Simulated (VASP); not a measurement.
These are HSE06 screened hybrid, VASP's PBE PAW potentials (set 64) (plane waves; VASP) values and carry that method's errors.

The input files of a VASP run:

File POSCAR:
```
C31NSi31
1.0
  8.7583314357   0.0000000000   0.0000000000
  0.0000000000   8.7583314357   0.0000000000
  0.0000000000   0.0000000000   8.7583314357
Si C N
31 31 1
Cart
  4.3481250238   8.7436204202   8.7417291593
  6.5630485268   2.2228923086   0.0039902827
  6.5626327189   0.0055638281   2.2208395536
  8.7528410742   8.7538128934   8.7532226694
  2.1744554128   2.1595014982   8.7418071452
  4.4126443933   4.3738254277   0.0039651489
  6.5663894860   6.5603803738   0.0058857590
  2.1734357758   8.7426180826   2.1592657361
  6.5590830425   4.3704417961   2.2403062204
  4.4121267970   0.0040675697   4.3742752688
  6.5590955879   2.2414946446   4.3687534097
  6.5661176152   0.0076387215   6.5589477788
  8.7491425999   4.3769121790   0.0062875842
  2.1847114242   6.5628101618   8.7533052491
  8.7551395669   2.1899525280   2.1887019906
  2.1953774962   4.3735681938   2.2212821673
  4.3793339391   6.5660345967   2.1885544968
  8.7478893194   0.0073680663   4.3755876277
  2.1936718182   2.2221991366   4.3745741346
  4.4299904133   4.3703858707   4.3692227021
  6.5772186470   6.5699009884   4.3867934827
  2.1839204435   8.7530225906   6.5620125756
  4.3792466299   2.1902253333   6.5641603068
  6.5774499405   4.3882668364   6.5680117795
  8.7514024386   6.5617641105   2.2010061632
  0.0011650516   4.3873403844   4.3863294173
  2.1961403986   6.5592776360   4.3756361585
  8.7510603355   2.2029277823   6.5616094681
  2.1965082170   4.3769773603   6.5590916817
  4.3920054317   6.5621026734   6.5615706223
  0.0007103839   6.5697725623   6.5683396161
  5.5930492176   0.9523566192   0.9502057867
  7.6435579256   3.2887352105   1.1204745708
  7.6432214165   1.1218729995   3.2868712931
  1.0846431044   1.0885862786   1.0876509046
  3.1426877645   3.4038526782   0.9502209508
  5.4781508869   5.4550393660   1.1199646379
  7.6627657303   7.6583063698   1.0857199036
  3.1390292588   0.9494647889   3.4070563594
  7.6699668138   5.4805268479   3.2928199999
  5.4777843078   1.1214915847   5.4534866329
  7.6701578575   3.2938581101   5.4794100328
  7.6626914965   1.0871248179   7.6576795247
  1.0895038803   5.4724988764   1.0863096248
  3.2773542125   7.6538932945   1.0878256079
  1.0913279692   3.2879263786   3.2873668167
  3.3107921880   5.4547663276   3.2869434477
  5.4780318489   7.6599055317   3.2871179198
  1.0876320777   1.0863512015   5.4730323726
  3.3102699865   3.2885006738   5.4538366211
  5.4833675575   5.4812377380   5.4796288308
  7.6635946538   7.6696071713   5.4739083879
  3.2772968778   1.0883481352   7.6513664554
  5.4784693678   3.2886709217   7.6580504050
  7.6641284803   5.4749161049   7.6683086120
  1.0822671425   7.6518626053   3.2886284552
  1.1002602350   5.4744014548   5.4735816864
  3.2755548921   7.6571113813   5.4729119710
  1.0832123618   3.2893846986   7.6516290924
  3.2764487604   5.4732251689   7.6576308231
  5.4785217453   7.6528554777   7.6516115757
  1.0911141424   7.6600018619   7.6598084482
  5.6160212569   3.4278165293   3.4261233555
```

KPOINTS:
```
Automatic mesh
0
Gamma
1 1 1
0 0 0
```

INCAR:
```
SYSTEM = C31NSi31
PREC = Normal; ENCUT = 400; LREAL = Auto
LASPH = .TRUE.; ISYM = 0; NELECT = 252.0
EDIFF = 1E-5; NELM = 50; NELMIN = 4
ALGO = Normal
ISMEAR = 0; SIGMA = 0.05
GGA = PE; LHFCALC = .TRUE.; AEXX = 0.25
HFSCREEN = 0.2; PRECFOCK = Fast
ISIF = 0
LWAVE = .FALSE.; LCHARG = .FALSE.
```

POTCAR, in this order: Si C N (PBE.64 set). Program: vasp_gam. Read from the step before: WAVECAR.

The run wrote:

**OSZICAR**
```
       N       E                     dE             d eps       ncg     rms          rms(c)
DAV:   1    -0.552328469105E+03   -0.55233E+03   -0.10214E+01   316   0.792E+00    0.147E+01
DAV:   2    -0.552391114364E+03   -0.62645E-01   -0.37690E-01   346   0.157E+00    0.106E+01
DAV:   3    -0.552374299091E+03    0.16815E-01   -0.10130E-01   354   0.775E-01    0.634E+00
DAV:   4    -0.552370241988E+03    0.40571E-02   -0.14422E-02   362   0.286E-01    0.368E+00
DAV:   5    -0.552367339057E+03    0.29029E-02   -0.37297E-03   368   0.163E-01    0.210E+00
DAV:   6    -0.552366708666E+03    0.63039E-03   -0.21510E-03   368   0.106E-01    0.119E+00
DAV:   7    -0.552366469618E+03    0.23905E-03   -0.26125E-04   354   0.433E-02    0.688E-01
DAV:   8    -0.552366398633E+03    0.70984E-04   -0.12582E-04   360   0.273E-02    0.389E-01
DAV:   9    -0.552366380444E+03    0.18190E-04   -0.42413E-05   322   0.161E-02    0.220E-01
DAV:  10    -0.552366374884E+03    0.55598E-05   -0.14519E-05   234   0.105E-02
   1 F= -.55236637E+03 E0= -.55236637E+03  d E =-.358094E-16
```

File OUTCAR:
```
------------------------ aborting loop because EDIFF is reached ----------------------------------------
  volume of cell :      671.84
      direct lattice vectors                 reciprocal lattice vectors
     8.758331436  0.000000000  0.000000000     0.114176999  0.000000000  0.000000000
     0.000000000  8.758331436  0.000000000     0.000000000  0.114176999  0.000000000
     0.000000000  0.000000000  8.758331436     0.000000000  0.000000000  0.114176999
  FREE ENERGIE OF THE ION-ELECTRON SYSTEM (eV)
  ---------------------------------------------------
  free  energy   TOTEN  =      -552.3663748839 eV

  energy  without entropy=     -552.3663748839  energy(sigma->0) =     -552.36637488

  exchange ACFDT corr.  =         0.00000000  see jH, gK, PRB 81, 115126
```
(Selected blocks of OUTCAR.)

The cell is charged, with a uniform compensating background. The supercell is sampled at Γ alone, which is coarse: total energies, pressure and levels can be off, energies of defects by several tenths of an eV.

The cell is a supercell with a defect, built from SiC (zinc blende): N_C-vac_Si, charge +1. The cell's shape comes from a PBE relaxation. The run is not spin-polarised, so no state with unpaired spins was tried.
